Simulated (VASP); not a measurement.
Data:

```
NbAs
1.0
    0.00000     2.87156     2.87156
    2.87156     0.00000     2.87156
    2.87156     2.87156     0.00000
Nb As
1 1
Direct
  0.00000   0.00000   0.00000
  0.25000   0.25000   0.25000
```

Method: PBEsol GGA, VASP's PBE PAW potentials (set 64) (plane waves; VASP). Numerical set-up: 400 eV cut-off, 12×12×12 Γ-centred mesh, tetrahedra with Blöchl corrections, potentials Nb_sv As.

**Question.** Tabulate the total density of states (states/eV per cell) against energy (eV; zero at the valence-band maximum or, without a gap, the Fermi level).

**Answer.** 
```
E (eV) | DOS (states/eV)
    -9.96 |  0.00
    -9.85 |  0.00
    -9.62 |  0.00
    -9.51 |  0.00
    -9.28 |  0.00
    -9.17 |  0.00
    -8.94 |  0.00
    -8.83 |  0.00
    -8.60 |  0.00
    -8.49 |  0.00
    -8.26 |  0.00
    -8.14 |  0.00
    -7.92 |  0.00
    -7.80 |  0.00
    -7.58 |  0.00
    -7.46 |  0.00
    -7.24 |  0.00
    -7.12 |  0.00
    -6.89 |  0.00
    -6.78 |  0.00
    -6.55 |  0.00
    -6.44 |  0.00
    -6.21 |  0.00
    -6.10 |  0.00
    -5.87 |  0.00
    -5.76 |  0.00
    -5.53 |  0.00
    -5.42 |  0.00
    -5.19 |  0.00
    -5.08 |  0.00
    -4.85 | # 0.18
    -4.74 | #### 0.63
    -4.51 | ######## 1.31
    -4.39 | ############# 2.07
    -4.17 | ########################## 4.26
    -4.05 | ################# 2.75
    -3.83 | # 0.20
    -3.71 | # 0.15
    -3.48 | ################ 2.54
    -3.37 | ############################# 4.70
    -3.14 | ######################### 4.05
    -3.03 | ##################### 3.34
    -2.80 | ############### 2.46
    -2.69 | ############# 2.14
    -2.46 | ########## 1.68
    -2.35 | ######### 1.50
    -2.12 | ### 0.48
    -2.01 |  0.01
    -1.78 |  0.00
    -1.67 |  0.00
    -1.44 |  0.00
    -1.32 |  0.03
    -1.10 | ########## 1.54
    -0.98 | ######### 1.43
    -0.76 | ######### 1.40
    -0.64 | ########## 1.54
    -0.41 | ############## 2.32
    -0.30 | ############# 2.03
    -0.07 | ########## 1.57
     0.04 | ##################### 3.32
     0.27 | ############################## 4.85
     0.38 | ###################### 3.52
     0.61 | ######### 1.39
     0.72 | ################## 2.97
     0.95 | ############# 2.04
     1.06 | ######### 1.42
     1.29 | #### 0.60
     1.40 | ### 0.51
     1.63 | #### 0.70
     1.75 | ####### 1.09
     1.97 | ######## 1.32
     2.09 | ########## 1.65
     2.31 | ######### 1.53
     2.43 | ########## 1.55
     2.65 | ########## 1.68
     2.77 | ########### 1.75
     3.00 | ############### 2.37
     3.11 | ############### 2.36
     3.34 | ############# 2.03
     3.45 | ########## 1.68
```
Within 2 eV below the Fermi level the largest weight inside VASP's projection spheres is Nb d.

The structure was generated: NbAs was put into the zinc blende type (F-43m), which need not be its known phase. It was relaxed first, which changed the volume by -32 %.
